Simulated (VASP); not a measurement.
An input for Quantum ESPRESSO's pw.x (written as the equivalent of a VASP run, and not itself run):

```
&CONTROL
  calculation = 'scf'
  pseudo_dir = './pseudo'
  outdir = './out'
  tprnfor = .true.
  tstress = .true.
/
&SYSTEM
  ibrav = 0
  nat = 4
  ntyp = 3
  ecutwfc = 80
  occupations = 'tetrahedra'
  input_dft = 'pbesol'
/
&ELECTRONS
  conv_thr = 7.3e-09
  electron_maxstep = 100
/
ATOMIC_SPECIES
  Al 26.982 Al.upf
  Ga 69.723 Ga.upf
  P 30.974 P.upf
CELL_PARAMETERS angstrom
     3.8649416    0.0000000   -0.0000000
     0.0000000    3.8649416    0.0000000
    -0.0000000    0.0000000    5.4293817
ATOMIC_POSITIONS crystal
  Al   0.5000000  0.5000000  0.5000000
  Ga   0.0000000  0.0000000  0.0000000
  P    0.0000000  0.5000000  0.2498229
  P    0.5000000  0.0000000  0.7501771
K_POINTS automatic
  7 7 5 0 0 0
```

**Question.** Translate this input to VASP (INCAR, KPOINTS, POSCAR, choice of POTCAR).

**Answer.** One answer among several that fit: 
File KPOINTS:
```
Automatic mesh
0
Gamma
7 7 5
0 0 0
```

File POSCAR:
```
AlGaP2
1
    3.8649416286     0.0000000000    -0.0000000000
    0.0000000000     3.8649416286     0.0000000000
   -0.0000000000     0.0000000000     5.4293816542
Al Ga P
1 1 2
Direct
  0.5000000000   0.5000000000   0.5000000000
  0.0000000000   0.0000000000   0.0000000000
  0.0000000000   0.5000000000   0.2498228946
  0.5000000000   0.0000000000   0.7501771054
```

INCAR:
```
SYSTEM = AlGaP2
PREC = Accurate
ENCUT = 400
EDIFF = 1E-7
NELM = 100
ALGO = Normal
LREAL = .FALSE.
LASPH = .TRUE.
ISMEAR = -5
GGA = PS
LMAXMIX = 4
LWAVE = .FALSE.
LCHARG = .TRUE.
LORBIT = 11
NEDOS = 601
ISIF = 2
LEFG = .TRUE.
```

POTCAR, in this order: Al Ga_d P (PBE.64 set). Program: vasp_std.

What does not carry over: the potentials are each code's own (VASP's PAW set, PseudoDojo norm-conserving files in pw.x), so ENCUT and ecutwfc are chosen apart and not converted; conv_thr bounds pw.x's estimated SCF error, while EDIFF bounds the energy change between steps; the field gradients of LEFG aren't asked of the other code.

The structure comes from a computed database's AlGaP2 entry (P-4m2); how it stands against other phases isn't given here. It was relaxed first.
